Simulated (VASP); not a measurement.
An input for Quantum ESPRESSO's pw.x (written as the equivalent of a VASP run, and not itself run):

```
&CONTROL
  calculation = 'vc-relax'
  pseudo_dir = './pseudo'
  outdir = './out'
  tprnfor = .true.
  tstress = .true.
  nstep = 60
  forc_conv_thr = 0.00039
/
&SYSTEM
  ibrav = 0
  nat = 2
  ntyp = 2
  ecutwfc = 84
  occupations = 'smearing'
  smearing = 'methfessel-paxton'
  degauss = 0.00735
  input_dft = 'rpbe'
/
&ELECTRONS
  conv_thr = 7.3e-08
  electron_maxstep = 100
/
&IONS
/
&CELL
/
ATOMIC_SPECIES
  Ti 47.867 Ti.upf
  N 14.007 N.upf
CELL_PARAMETERS angstrom
     0.0000000    2.1200000    2.1200000
     2.1200000    0.0000000    2.1200000
     2.1200000    2.1200000    0.0000000
ATOMIC_POSITIONS crystal
  Ti   0.0000000  0.0000000  0.0000000
  N    0.5000000  0.5000000  0.5000000
K_POINTS automatic
  13 13 13 0 0 0
```

**Question.** Write the VASP files for the same calculation (RPBE).

**Answer.** This is not unique; one that fits is 
**INCAR**
```
ENCUT = 520
LCHARG = .FALSE.
SYSTEM = TiN
NELM = 100
EDIFF = 1E-6   ! SCF stop (eV)
ALGO = Normal   ! blocked Davidson
LREAL = .FALSE.
LASPH = .TRUE.   ! aspherical one-centre terms
NSW = 60   ! most ionic steps
ISMEAR = 1   ! Methfessel-Paxton
SIGMA = 0.1   ! width (eV)
PREC = Accurate
GGA = RP
EDIFFG = -0.01   ! ionic stop
ISIF = 3   ! ions, shape and volume
IBRION = 2
LWAVE = .FALSE.
LMAXMIX = 4
```

**POSCAR**
```
TiN
1
    0.0000000000     2.1200000000     2.1200000000
    2.1200000000     0.0000000000     2.1200000000
    2.1200000000     2.1200000000     0.0000000000
Ti N
1 1
Direct
  0.0000000000   0.0000000000   0.0000000000
  0.5000000000   0.5000000000   0.5000000000
```

File KPOINTS:
```
Automatic mesh
0
Gamma
13 13 13
0 0 0
```

POTCAR, in this order: Ti_sv N (PBE.64 set). Program: vasp_std.

What does not carry over: the potentials are each code's own (VASP's PAW set, PseudoDojo norm-conserving files in pw.x), so ENCUT and ecutwfc are chosen apart and not converted; conv_thr bounds pw.x's estimated SCF error, while EDIFF bounds the energy change between steps; forc_conv_thr acts on force components and is met together with etot_conv_thr.

The compound is TiN in the rock salt structure. This run relaxes it. Symmetry was kept, so distortions that lower it aren't found.
